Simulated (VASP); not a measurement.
Set up this calculation in VASP 6.6.1, as the native input.

```
Task                   : single point
Functional             : LDA
Potentials or basis    : VASP PAW LDA potentials, release 64 (K_sv, Cd, F)
Cutoff                 : 520 eV
k mesh                 : 6 × 6 × 6
Occupations            : gaussian, width 0.05 eV
Spin                   : no spin polarisation
Dipole correction      : no
Further INCAR settings : ALGO = Normal; EDIFF = 1e-06; NBANDS = 29
```

The structure of KCdF3 lies in POSCAR:

```
KCdF3
1.0
    4.3820890200      0.0000000000      0.0000000000
    0.0000000000      4.3820890200      0.0000000000
    0.0000000000      0.0000000000      4.3820890200
K Cd F
1 1 3
Direct
    0.0000000000      0.0000000000      0.0000000000
    0.5000000000      0.5000000000      0.5000000000
   -0.0057050416      0.5000000000      0.5000000000
    0.4942949584      0.0000000000      0.5000000000
    0.4942949584      0.5000000000      0.0000000000
```

The cell comes from a database or a generator and needn't be the stable form of this composition.

The cell isn't the ideal one: all F atoms moved +0.025 Å, as atom 3 towards its neighbour atom 2 (Cd) at 2.191 Å.

These files were run (other wordings do the same):

INCAR

```
SYSTEM = KCdF3
  PREC = Accurate
  ENCUT = 520
  EDIFF = 1E-6
  ISMEAR = 0
  SIGMA = 0.05
  LREAL = .FALSE.
  LASPH = .TRUE.
  NELM = 100
  ALGO = Normal
  ISIF = 2
  LWAVE = .FALSE.
  LCHARG = .FALSE.
  NBANDS = 29
```

KPOINTS

```
regular mesh
0
G
  6 6 6
  0 0 0
```

Potentials or basis: VASP PAW LDA potentials, release 64 (K_sv, Cd, F).

Launch:

```sh
$ cat potpaw_LDA.64/K_sv/POTCAR potpaw_LDA.64/Cd/POTCAR potpaw_LDA.64/F/POTCAR > POTCAR
$ mpirun -np 1 vasp_std > vasp.out
```

Results of the run:

The pressure is -2.9 GPa and the largest force is 0.241 eV/Å. The band gap on the k mesh is 2.80 eV, indirect (least direct gap 4.58 eV).

It took 85 s on 1 thread of AMD EPYC 7R13 Processor (Zen 3), with other jobs on the host, peak memory 0.2 GiB.
